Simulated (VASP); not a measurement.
# CaTiB3 (Cmmm) in VASP: single point with PBE0

Aim: the single point of CaTiB3 with PBE0.

All numbers are computed with VASP 6.6.1; they aren't measurements. Logs are shortened: lines on timing, memory, paths and dates and some standing lists are left out, and cuts for length are marked.

## 1. The crystal as given

Symmetry: Cmmm, No. 65, orthorhombic system. The conventional cell has a = 5.136 Å, b = 5.198 Å, c = 3.659 Å, α = 90.00°, β = 90.00°, γ = 90.00°. Around Ca (site symmetry mmm) lie 12 B at 2.57 to 2.60 Å. Ti (site symmetry mmm) is surrounded by 6 B at 1.83 Å. Around B (site symmetry mmm) lie 2 Ti at 1.83 Å. B (site symmetry 2/m) has 2 Ti at 1.83 Å as nearest neighbours.

The cell was built by a generator and needn't be a form met in nature.

## 2. Single point, PBE0, collinear spin, typed start

File POSCAR:

```
CaTiB3
1.0
    2.5682210900      2.5992216900      0.0000000000
    2.5682210900     -2.5992216900      0.0000000000
    0.0000000000      0.0000000000     -3.6590611500
Ca Ti B
1 1 3
Direct
    0.5000000000      0.5000000000      0.0000000000
    0.0000000000      0.0000000000      0.5000000000
    0.0000000000      0.0000000000      0.0000000000
    0.5000000000      0.0000000000      0.5000000000
    0.0000000000      0.5000000000      0.5000000000
```

File INCAR.step1:

```
PREC     = Accurate       # precision mode
ENCUT    = 520            # plane-wave cutoff, eV
EDIFF    = 1E-5           # SCF threshold, eV
ISMEAR   = -1             # smearing method
SIGMA    = 0.025          # smearing width, eV
LREAL    = False          # projectors in reciprocal space
LASPH    = True           # aspherical terms in the spheres
NELM     = 150            # most SCF steps
ALGO     = Normal         # electronic algorithm
ISIF     = 2              # what is computed and relaxed
LWAVE    = True           # write WAVECAR
LCHARG   = False          # write CHGCAR
ISPIN    = 2              # spin polarisation
MAGMOM   = 0 1 0 0 0      # initial moments
LORBIT   = 11             # projections on sites
LMAXMIX  = 4              # l up to which the mixer works
NBANDS   = 28             # bands
GGA      = PE             # functional
```

File INCAR.step2:

```
PREC     = Accurate       # precision mode
ENCUT    = 520            # plane-wave cutoff, eV
EDIFF    = 1E-7           # SCF threshold, eV
ISMEAR   = -1             # smearing method
SIGMA    = 0.025          # smearing width, eV
LREAL    = False          # projectors in reciprocal space
LASPH    = True           # aspherical terms in the spheres
NELM     = 150            # most SCF steps
ALGO     = Normal         # electronic algorithm
ISIF     = 2              # what is computed and relaxed
LWAVE    = False          # write WAVECAR
LCHARG   = False          # write CHGCAR
ISPIN    = 2              # spin polarisation
MAGMOM   = 0 1 0 0 0      # initial moments
LORBIT   = 11             # projections on sites
LMAXMIX  = 4              # l up to which the mixer works
GGA      = PE             # functional
LHFCALC  = True           # exact exchange
AEXX     = 0.25           # exact-exchange fraction
PRECFOCK = Fast         
HFRCUT   = -1           
NBANDS   = 28             # bands
ISTART   = 1
```

File KPOINTS:

```
Automatic mesh
0
Gamma
  3 3 3
```

Potentials or basis: VASP PAW PBE potentials, release 64 (Ca_sv, Ti_sv, B).

Command:

```
$ cat potpaw_PBE.64/Ca_sv/POTCAR potpaw_PBE.64/Ti_sv/POTCAR potpaw_PBE.64/B/POTCAR > POTCAR
$ cp INCAR.step1 INCAR
$ mpirun -np 1 vasp_std > vasp.out
$ cp INCAR.step2 INCAR
$ mpirun -np 1 vasp_std > vasp.out
```

OUTCAR:

```text
PREC = Accurate
   ENCUT = 520
   EDIFF = 1E-7
   ISMEAR = -1
   LREAL = False
   LASPH = True
   NELM = 150
   ISIF = 2
   ISPIN = 2
   LORBIT = 11
   GGA = PE
   LHFCALC = True
   AEXX = 0.25
   PRECFOCK = Fast
   ISTART = 1

 ion  position               nearest neighbor table
   1  0.500  0.500  0.000-   3 2.57   3 2.57   5 2.59   4 2.59   5 2.59   4 2.59   4 2.59   5 2.59
                             5 2.59   4 2.59   3 2.60   3 2.60
   2  0.000  0.000  0.500-   4 1.83   5 1.83   5 1.83   4 1.83   3 1.83   3 1.83
   3  0.000  0.000  0.000-   2 1.83   2 1.83   1 2.57   1 2.57   1 2.60   1 2.60
   4  0.500  0.000  0.500-   2 1.83   2 1.83   1 2.59   1 2.59   1 2.59   1 2.59
   5  0.000  0.500  0.500-   2 1.83   2 1.83   1 2.59   1 2.59   1 2.59   1 2.59

  LATTYP: Found a base centered orthorhombic cell.
 ALAT       =     5.1364421800
 B/A-ratio  =     1.0120708455
 C/A-ratio  =     0.7123726933

  Lattice vectors:

 A1 = (   2.5682210900,   2.5992216900,   0.0000000000)
 A2 = (   2.5682210900,  -2.5992216900,   0.0000000000)
 A3 = (   0.0000000000,   0.0000000000,  -3.6590611500)

Analysis of symmetry for initial positions (statically):
=====================================================================
 Subroutine PRICEL returns:
 Original cell was already a primitive cell.

 Routine SETGRP: Setting up the symmetry group for a
 base centered orthorhombic supercell.

 Subroutine GETGRP returns: Found  8 space group operations
 (whereof  8 operations were pure point group operations)
 out of a pool of  8 trial point group operations.

The static configuration has the point symmetry D_2h.

Analysis of symmetry for dynamics (positions and initial velocities):
=====================================================================
 Subroutine PRICEL returns:
 Original cell was already a primitive cell.

 Routine SETGRP: Setting up the symmetry group for a
 base centered orthorhombic supercell.

 Subroutine GETGRP returns: Found  8 space group operations
 (whereof  8 operations were pure point group operations)
 out of a pool of  8 trial point group operations.

The dynamic configuration has the point symmetry D_2h.

Analysis of structural, dynamic, and magnetic symmetry:
=====================================================================
 Subroutine PRICEL returns:
 Original cell was already a primitive cell.

 Routine SETGRP: Setting up the symmetry group for a
 base centered orthorhombic supercell.

 Subroutine GETGRP returns: Found  8 space group operations
[... 130 lines left out ...]
   LRPA    =     F    only Hartree local field effects (RPA)
 spin polarized calculation
  energy-cutoff  :      520.00
  volume of cell :       48.85
 maximum number of plane-waves:      1349
  NGX = 16; NGY = 16; NGZ = 16

 number of electron      30.9999999 magnetization       0.0370163

 Free energy of the ion-electron system (eV)
  ---------------------------------------------------
  ext. energy  EPLUGINS =         0.00000000
  ---------------------------------------------------
  free energy    TOTEN  =       -26.41395530 eV

  energy without entropy =      -26.41267169  energy(sigma->0) =      -26.41331349

 E-fermi :   6.6324     XC(G=0):  -9.5341

 val. band max:        5.8100464852   @ k =   0.0000   0.0000   0.0000
 cond. band min:       6.6323766763   @ k =   0.0000   0.0000   0.3333
 fundamental gap:      0.8223301911
 Fermi energy:         6.6323766638

 spin component 1

 k-point     1 :       0.0000    0.0000    0.0000
  band No.  band energies     occupation
      1     -51.4766      1.00000
      2     -35.0684      1.00000
      3     -26.7333      1.00000
      4     -26.7195      1.00000
      5     -26.7186      1.00000
      6     -14.7753      1.00000
[... 229 lines left out ...]
     26      17.1695      0.00000
     27      18.9792      0.00000
 Fermi energy:         6.6323766638

 spin component 2

 k-point     1 :       0.0000    0.0000    0.0000
  band No.  band energies     occupation
      1     -51.4712      1.00000
      2     -35.0658      1.00000
      3     -26.7211      1.00000
      4     -26.7204      1.00000
      5     -26.7114      1.00000
      6     -14.7755      1.00000
[... 229 lines left out ...]
     26      17.1715      0.00000
     27      18.9864      0.00000
 [bands above 27 left out]

------------------------ aborting loop because EDIFF is reached ----------------------------------------

  FORCE on cell =-STRESS in cart. coord.  units (eV):
  Direction    XX          YY          ZZ          XY          YZ          ZX
  --------------------------------------------------------------------------------------
  -------------------------------------------------------------------------------------
  Total       23.3191852     23.1485480     22.7463089     -0.0000000      0.0000000      0.0000000
  in kB      764.8011992    759.2047966    746.0125303     -0.0000000      0.0000000      0.0000000
  external PRESSURE =     756.6728420 kB  Pullay stress =       0.0000000 kB

 VOLUME and BASIS-vectors are now :
 -----------------------------------------------------------------------------
  energy-cutoff  :      520.00
  volume of cell :       48.85
      direct lattice vectors                 reciprocal lattice vectors
     2.568221090  2.599221690  0.000000000     0.194687288  0.192365277  0.000000000
     2.568221090 -2.599221690  0.000000000     0.194687288 -0.192365277  0.000000000
     0.000000000  0.000000000 -3.659061150     0.000000000  0.000000000 -0.273294148

 POSITION                                       TOTAL-FORCE (eV/Angst)
 -----------------------------------------------------------------------------------
      2.56822      0.00000      0.00000         0.000000     -0.000000      0.000000
      0.00000      0.00000     -1.82953         0.000000     -0.000000      0.000000
      0.00000      0.00000      0.00000         0.000000      0.000000      0.000000
      1.28411      1.29961     -1.82953         0.000000      0.000000      0.000000
      1.28411     -1.29961     -1.82953         0.000000      0.000000      0.000000
 -----------------------------------------------------------------------------------
    total drift:                               -0.000000     -0.000000      0.000000

  FREE ENERGIE OF THE ION-ELECTRON SYSTEM (eV)
  ---------------------------------------------------
  free  energy   TOTEN  =       -26.4139552963 eV

  energy  without entropy=      -26.4126716859  energy(sigma->0) =      -26.41331349

 total charge

# of ion       s       p       d       tot
------------------------------------------
    1        2.055   5.937   0.428   8.419
    2        2.359   6.395   3.267  12.021
    3        0.841   1.073   0.000   1.914
    4        0.841   1.075   0.000   1.915
    5        0.841   1.075   0.000   1.915
--------------------------------------------------
tot          6.936  15.555   3.695  26.185

 magnetization (x)

# of ion       s       p       d       tot
------------------------------------------
    1       -0.000  -0.000   0.004   0.004
    2       -0.000   0.002   0.005   0.006
    3       -0.000   0.001   0.000   0.001
    4        0.000   0.006   0.000   0.006
    5        0.000   0.006   0.000   0.006
--------------------------------------------------
tot          0.000   0.014   0.008   0.022
```

OUTCAR.step1:

```text
PREC = Accurate
   ENCUT = 520
   EDIFF = 1E-5
   ISMEAR = -1
   LREAL = False
   LASPH = True
   NELM = 150
[... 736 lines left out ...]
    2        2.359   6.375   3.287  12.021
    3        0.835   1.082   0.000   1.917
    4        0.835   1.084   0.000   1.919
    5        0.835   1.084   0.000   1.919
--------------------------------------------------
tot          6.921  15.553   3.744  26.218

 magnetization (x)

# of ion       s       p       d       tot
------------------------------------------
    1        0.000   0.000   0.000   0.000
    2       -0.000   0.000  -0.000  -0.000
    3        0.000   0.000   0.000   0.000
    4        0.000   0.000   0.000   0.000
    5        0.000   0.000   0.000   0.000
--------------------------------------------------
tot         -0.000   0.000  -0.000  -0.000
```

Run time: 7.5 min. Hardware: 1 thread of Intel Xeon Platinum 8488C (Sapphire Rapids), shared host; peak memory 0.19 GiB.

What came out:

| Quantity | Value |
| --- | --- |
| Free energy | -26.4140 eV |
| Pressure | 75.7 GPa |
| Band gap on the k mesh | none (metal or under the smearing width) |
| Net moment | 0.04 μB per cell |
| Valence electrons inside the program's atomic spheres | Ca 8.42; Ti 12.02; B 1.91, 1.92 |

Caveat: the k mesh is coarse (spacing up to 0.57 Å⁻¹), so the values aren't converged, least of all with exact exchange; a pressure of tens of GPa on the cell as given is suspect, and the run, the potentials or the cell itself is likely at fault; the PAW data sets were made with another functional, which shifts forces and pressure a little.
